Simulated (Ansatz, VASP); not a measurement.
## One calculation of BaFeO3, two programs

Contents of INCAR:

```
PREC = Accurate
ENCUT = 520
EDIFF = 1E-7
ISMEAR = 0
SIGMA = 0.05
LREAL = F
LASPH = T
NELM = 150
ALGO = Normal
ISIF = 2
LWAVE = F
LCHARG = T
ISPIN = 2
MAGMOM = 0 4 0 0 0
LORBIT = 11
LMAXMIX = 4
LDAU = T
LDAUTYPE = 1
LDAUL = -1 2 -1
LDAUU = 0 6 0
LDAUJ = 0 0.5 0
LDAUPRINT = 1
GGA = CA
LELF = T
LVHAR = T
NBANDS = 30
```

KPOINTS

```
regular mesh
0
Gamma
  5 5 5
```

File POSCAR:

```
BaFeO3
1.0
    4.0199998300      0.0000000000      0.0000000000
    0.0000000000      4.0199998300      0.0000000000
    0.0000000000      0.0000000000      4.0199998300
Ba Fe O
1 1 3
Direct
    0.0000000000      0.0000000000      0.0000000000
    0.5000000000      0.5000000000      0.5000000000
    0.5000000000      0.5000000000      0.0000000000
    0.0000000000      0.5000000000      0.5000000000
    0.5000000000      0.0000000000      0.5000000000
```

Input for Ansatz:

```yaml
crystal:
  lattice:
    - [4.01999983, 0.0, 0.0]
    - [0.0, 4.01999983, 0.0]
    - [0.0, 0.0, 4.01999983]
  atoms:
    - { symbol: Ba, position: [0.0, 0.0, 0.0] }
    - { symbol: Fe, position: [0.5, 0.5, 0.5], spin: 4.0 }
    - { symbol: O, position: [0.5, 0.5, 0.0] }
    - { symbol: O, position: [0.0, 0.5, 0.5] }
    - { symbol: O, position: [0.5, 0.0, 0.5] }
basis:
  ecutwfc: 420
  ecutrho_ratio: 4
kpoints:
  mp_grid: { grid: [5, 5, 5] }
hamiltonian:
  xc: lda
  hubbard: { sites: [{ site: 1, l: d, u: 6.0, j: 0.5 }] }
scf:
  occupations: { method: gaussian, width: 0.05 }
  lower_state_search: "off"
  max_iter: 150
output:
  forces: true
  stress: true
  eigenvalues: true
  populations: true
  hubbard: { sites: [{ site: 1, l: d }] }
magnetization:
  spin_polarized: true
```

Alike in both runs: task single point; functional LDA; k mesh 5 × 5 × 5; occupations gaussian, width 0.05 eV; collinear spin; Hubbard terms Fe d U = 6.0 eV, J = 0.5 eV.

```csv
,VASP,Ansatz
version,VASP 6.6.1,Ansatz 0.2.0
potentials or method,"VASP PAW LDA potentials, release 64 (Ba_sv, Fe, O)","scalar-relativistic, plane waves, PAW"
plane-wave cutoff (eV),520,420
valence electrons in the cell,36,44
```

VASP gave:

- gap on the k mesh at the Fermi level (eV): none
- pressure (GPa): -9.4
- net moment per atom (μB): 0.97
- size of the moment on the site where the two differ most (μB): 4.07

What did Ansatz give for the same quantities?

gap on the k mesh at the Fermi level (eV): none; pressure (GPa): -11.4; net moment per atom (μB): 0.81; size of the moment on the site where the two differ most (μB): 3.67.

The net moments differ so much that the two runs ended in different magnetic states, which moves the other rows too. Site moments also hang on the region over which each program counts them. The programs project onto different local orbitals, so the same U acts differently. A gap of «none» marks a metal or a gap that the smearing closes. The two sets of potentials don't hold the same shells in valence. Ansatz warned: «filled_band_counts_differ_across_k_points».

Caveats: a cell with one magnetic atom can't hold antiferromagnetic order, which such compounds often take. The state reached can hang on the start; a lower one may exist. The runs have no spin-orbit coupling, so splittings on Ba are missing.
